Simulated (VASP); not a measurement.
Calculation: PBE GGA, VASP's PBE PAW potentials (set 64) (plane waves; VASP).

A VASP calculation is set up with these files.

File POSCAR:
```
Zr
1
    1.6473000000    -2.8532070000     0.0000000000
    1.6473000000     2.8532070000     0.0000000000
    0.0000000000     0.0000000000     5.2530000000
Zr
2
Direct
  0.3333330000   0.6666670000   0.2500000000
  0.6666670000   0.3333330000   0.7500000000
```

### INCAR
```
ALGO = Normal
EDIFF = 1E-6
ENCUT = 400
GGA = PE
ISIF = 2
ISMEAR = 1
LASPH = .True.
LCHARG = .False.
LMAXMIX = 4
LREAL = .False.
LWAVE = .False.
NELM = 100
PREC = Accurate
SIGMA = 0.1
SYSTEM = Zr
```

### KPOINTS
```
Automatic mesh
0
Gamma
10 10 5
0 0 0
```

POTCAR, in this order: Zr_sv (PBE.64 set). Program: vasp_std.

Q: What will the output report for the number of irreducible k-points (NKPTS), number of bands (NBANDS), largest plane-wave count, number of space-group operations, FFT grid (NGX, NGY, NGZ)?

A: 
```json
{
  "number of irreducible k-points (NKPTS)": "42",
  "number of bands (NBANDS)": "16",
  "largest_plane_wave_count": "911",
  "number_of_space_group_operations": "24",
  "FFT grid (NGX, NGY, NGZ)": "24 × 24 × 36"
}
```

The compound is Zr in the hcp structure. The cell was not relaxed at this level.
